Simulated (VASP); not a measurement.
A run of VASP 6.6.1:

File INCAR:

```
SYSTEM = Zr
ALGO = Fast ; DIPOL = 0.5 0.5 0.268
EDIFF = 1E-7 ; ENCUT = 520
GGA = PE ; IDIPOL = 3
ISIF = 2 ; ISMEAR = 0
LASPH = .TRUE. ; LCHARG = .FALSE.
LDIPOL = .TRUE. ; LREAL = .FALSE.
LWAVE = .FALSE. ; NBANDS = 58
NELM = 60 ; PREC = Accurate
SIGMA = 0.1
```

KPOINTS

```
k-points
0
G
  4 5 1
  0 0 0
```

File POSCAR:

```
Zr
1.0
    6.4655797190      0.0000000000      0.0000000000
    0.0000000000      5.1691196956      0.0000000000
    0.0000000000      0.0000000000     21.4770873995
Zr
8
Direct
    0.0000000000      0.7500000000      0.1862449934
    0.5000000000      0.7500000000      0.1862449934
    0.2500000000      0.2500000000      0.2296971631
    0.7500000000      0.2500000000      0.2296971631
    0.2500000000      0.7500000000      0.3072330536
    0.7500000000      0.7500000000      0.3072330536
    0.0000000000      0.2500000000      0.3481425233
    0.5000000000      0.2500000000      0.3481425233
```

Potentials or basis: VASP PAW PBE potentials, release 64 (Zr_sv).

The run is started by

```sh
$ cat potpaw_PBE.64/Zr_sv/POTCAR > POTCAR
$ mpirun -np 1 vasp_std > vasp.out
```

Hardware: 1 thread of Intel(R) Xeon(R) Platinum 8488C (Sapphire Rapids), with other jobs on the host.

How long does it take, and how much memory?

Run time: 35 min on 1 thread of Intel(R) Xeon(R) Platinum 8488C (Sapphire Rapids), with other jobs on the host, peak memory 0.74 GiB. Counts: scf iterations 44, k points 9.
